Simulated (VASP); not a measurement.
Here is the system:

```xyz
3
Lattice="1.5453 -2.6765 0.0000 1.5453 2.6765 0.0000 0.0000 0.0000 3.2946" Properties=species:S:1:pos:R:3 pbc="T T T"
Ti     0.0000     0.0000     0.0000
B      1.5453     0.8922     1.6473
B      1.5453    -0.8922     1.6473
```

These are PBE GGA, VASP's PBE PAW potentials (set 64) (plane waves; VASP) values and carry that method's errors. Numerical set-up: 800 eV cut-off, 10×10×8 Γ-centred mesh, first-order Methfessel-Paxton smearing of 0.10 eV, potentials Ti_sv B.

**Question.** Give the stress tensor in GPa (positive for a compressed cell).

**Answer.** 
```
-14.20    0.00    0.00
  0.00  -14.20    0.00
  0.00    0.00  -11.37
```
The pressure is its mean diagonal, -13.26 GPa.

The compound is TiB2 in the AlB2 type structure. The cell was not relaxed at this level. The run is one of a series of settings (ENCUT = 800 against the base run), some of them coarse on purpose.
